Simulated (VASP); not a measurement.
Computed with PBE GGA, VASP's PBE PAW potentials (set 64) (plane waves; VASP 6.6.1).

The input files of a VASP run:

### INCAR
```
ALGO = Normal
EDIFF = 1E-8
ENCUT = 500
GGA = PE
ISMEAR = 0
LASPH = .True.
LCHARG = .False.
LREAL = .False.
LWAVE = .True.
NELM = 100
PREC = Normal
SIGMA = 0.01
SYSTEM = MgS
```

File POSCAR:
```
MgS
1.0
  0.0000000000   2.6000000000   2.6000000000
  2.6000000000   0.0000000000   2.6000000000
  2.6000000000   2.6000000000   0.0000000000
Mg S
1 1
Direct
  0.0000000000   0.0000000000   0.0000000000
  0.5000000000   0.5000000000   0.5000000000
```

**KPOINTS**
```
Automatic mesh
0
Gamma
 6 6 6
```

POTCAR, in this order: Mg_sv_GW S_GW (PBE.64 set). Program: vasp_std.

The resulting files:

### OUTCAR
```
 ion  position               nearest neighbor table
   1  0.000  0.000  0.000-
   2  0.500  0.500  0.500-
  LATTYP: Found a face centered cubic cell.
 ALAT       =     5.2000000000
 Subroutine PRICEL returns:
 Original cell was already a primitive cell.
 Subroutine GETGRP returns: Found 48 space group operations
The static configuration has the point symmetry O_h .
The dynamic configuration has the point symmetry O_h .
 Subroutine INISYM returns: Found 48 space group operations
 Subroutine IBZKPT returns following result:
 Found     16 irreducible k-points:

 Following reciprocal coordinates:
            Coordinates               Weight
  0.000000  0.000000  0.000000      1.000000
  0.166667  0.000000  0.000000      8.000000
  0.333333  0.000000  0.000000      8.000000
  0.500000  0.000000  0.000000      4.000000
  0.166667  0.166667  0.000000      6.000000
  0.333333  0.166667  0.000000     24.000000
  0.500000  0.166667  0.000000     24.000000
 -0.333333  0.166667  0.000000     24.000000
 -0.166667  0.166667  0.000000     12.000000
  0.333333  0.333333  0.000000      6.000000
  0.500000  0.333333  0.000000     24.000000
 -0.333333  0.333333  0.000000     12.000000
  0.500000  0.500000  0.000000      3.000000
  0.500000  0.333333  0.166667     24.000000
 -0.333333  0.333333  0.166667     24.000000
 -0.333333  0.500000  0.166667     12.000000
   k-points           NKPTS =     16   k-points in BZ     NKDIM =     16   number of bands    NBANDS=     12
   number of dos      NEDOS =    301   number of ions     NIONS =      2
   total plane-waves  NPLWV =   8000
   dimension x,y,z NGX =    20 NGY =   20 NGZ =   20
   dimension x,y,z NGXF=    40 NGYF=   40 NGZF=   40
   ions per type =               1   1
   PREC   = normal    normal or accurate (medium, high low for compatibility)
   ISTART =      0    job   : 0-new  1-cont  2-samecut
...
```

File OSZICAR:
```
       N       E                     dE             d eps       ncg     rms          rms(c)
DAV:   1     0.825308229591E+02    0.82531E+02   -0.88759E+03   480   0.185E+03
DAV:   2    -0.162849619504E+02   -0.98816E+02   -0.93606E+02   532   0.467E+02
DAV:   3    -0.223948597624E+02   -0.61099E+01   -0.60530E+01   488   0.834E+01
DAV:   4    -0.226759027739E+02   -0.28104E+00   -0.28083E+00   596   0.186E+01
DAV:   5    -0.226845680506E+02   -0.86653E-02   -0.86649E-02   500   0.256E+00    0.214E+01
DAV:   6    -0.226303642586E+02    0.54204E-01   -0.81998E-02   488   0.262E+00    0.139E+01
DAV:   7    -0.226379954387E+02   -0.76312E-02   -0.85229E-02   468   0.328E+00    0.305E-01
DAV:   8    -0.226346423056E+02    0.33531E-02   -0.97570E-03   584   0.805E-01    0.137E-01
DAV:   9    -0.226348000802E+02   -0.15777E-03   -0.75282E-04   512   0.303E-01    0.463E-02
DAV:  10    -0.226348189896E+02   -0.18909E-04   -0.74451E-05   504   0.567E-02    0.174E-02
DAV:  11    -0.226348221574E+02   -0.31678E-05   -0.53974E-06   484   0.515E-02    0.778E-03
DAV:  12    -0.226348219668E+02    0.19064E-06   -0.13248E-07   544   0.473E-03    0.515E-03
DAV:  13    -0.226348219354E+02    0.31422E-07   -0.27741E-07   440   0.480E-03    0.279E-03
DAV:  14    -0.226348219030E+02    0.32310E-07   -0.15046E-08   436   0.102E-03    0.106E-03
DAV:  15    -0.226348218987E+02    0.42967E-08   -0.13325E-09   244   0.383E-04
   1 F= -.22634822E+02 E0= -.22634822E+02  d E =-.225098E-88
```

File OUTCAR:
```
------------------------ aborting loop because EDIFF is reached ----------------------------------------
  FORCE on cell =-STRESS in cart. coord.  units (eV):
  Direction    XX          YY          ZZ          XY          YZ          ZX
  --------------------------------------------------------------------------------------
  Total        0.1572641      0.1572641      0.1572641      0.0000000      0.0000000     -0.0000000
  in kB        7.1678686      7.1678686      7.1678686      0.0000000      0.0000000     -0.0000000
  external PRESSURE =       7.1678686 kB  Pullay stress =       0.0000000 kB
  volume of cell :       35.15
      direct lattice vectors                 reciprocal lattice vectors
     0.000000000  2.600000000  2.600000000    -0.192307692  0.192307692  0.192307692
     2.600000000  0.000000000  2.600000000     0.192307692 -0.192307692  0.192307692
     2.600000000  2.600000000  0.000000000     0.192307692  0.192307692 -0.192307692
 POSITION                                       TOTAL-FORCE (eV/Angst)
 -----------------------------------------------------------------------------------
      0.00000      0.00000      0.00000        -0.000000      0.000000      0.000000
      2.60000      2.60000      2.60000         0.000000     -0.000000     -0.000000
 -----------------------------------------------------------------------------------
    total drift:                                0.000000     -0.000000     -0.000000
  FREE ENERGIE OF THE ION-ELECTRON SYSTEM (eV)
  ---------------------------------------------------
  free  energy   TOTEN  =       -22.6348218987 eV

  energy  without entropy=      -22.6348218987  energy(sigma->0) =      -22.63482190
```
(Selected blocks of OUTCAR.)

The compound is MgS in the rock salt structure. The cell was not relaxed at this level.
